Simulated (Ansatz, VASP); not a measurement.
# Hf2F3 in VASP and in Ansatz

```
CELL_PARAMETERS angstrom
3.72041 0.00000 0.00000
-1.86021 3.22197 0.00000
0.00000 0.00000 5.78835
ATOMIC_POSITIONS crystal
Hf 0.33333 0.66667 0.24500
Hf 0.66667 0.33333 0.75500
F 0.00000 0.00000 0.00000
F 0.33333 0.66667 0.64500
F 0.66667 0.33333 0.35500
```

Alike in both runs: task single point; functional PBE; k mesh 6 × 6 × 4; occupations gaussian, width 0.1 eV; no spin polarisation.

```csv
,VASP,Ansatz
version,VASP 6.6.1,Ansatz 0.2.0
potentials or method,"VASP PAW PBE potentials, release 64 (Hf_pv, F)","scalar-relativistic, plane waves, PAW"
plane-wave cutoff (eV),520,420
valence electrons in the cell,41,73
```

Ansatz gave:

- gap on the k mesh at the Fermi level (eV): none
- pressure (GPa): 4.9
- largest component of the traceless stress (GPa): 0.08
- rms of the force components (eV/Å): 0.907

Estimate VASP's values.

gap on the k mesh at the Fermi level (eV): none; pressure (GPa): 2.8; largest component of the traceless stress (GPa): 0.32; rms of the force components (eV/Å): 0.869.

Atom by atom the forces differ by 0.038 eV/Å (rms over components). A gap of «none» marks a metal or a gap that the smearing closes. With one functional, cell and mesh, what is left measures potentials, basis and numerics. The two sets of potentials don't hold the same shells in valence.

Caveats: an odd number of electrons without spin polarisation forces a metal; a magnetic or distorted state may lie lower. Spin-orbit coupling is left out, which matters for the levels of Hf.
